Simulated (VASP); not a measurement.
**MoS$_{2}$ (relaxed from the fluorite structure, space group Fm-3m): computed properties**

Computed with r2SCAN meta-GGA, VASP's PBE PAW potentials (set 64) (plane waves; VASP 6.6.1).

- space group = Fm-3m (225)
- cell = a = 5.863 Å, b = 5.863 Å, c = 5.863 Å, α = 90.00°, β = 90.00°, γ = 90.00°
- volume per atom = 16.79 Å³/atom
- band gap (over mesh and band path) = none (metal, semimetal or under 0.01 eV)
- density = 5.28 g/cm³

```xyz
3
Lattice="0.0000 2.9313 2.9313 2.9313 0.0000 2.9313 2.9313 2.9313 0.0000" Properties=species:S:1:pos:R:3 pbc="T T T"
Mo     0.0000     0.0000     0.0000
S      1.4657     1.4657     1.4657
S      4.3970     4.3970     4.3970
```

The structure was generated: MoS2 was put into the fluorite type (Fm-3m), which need not be its known phase. It was relaxed first, which changed the volume by -6 %. Symmetry was kept, so distortions that lower it aren't found.
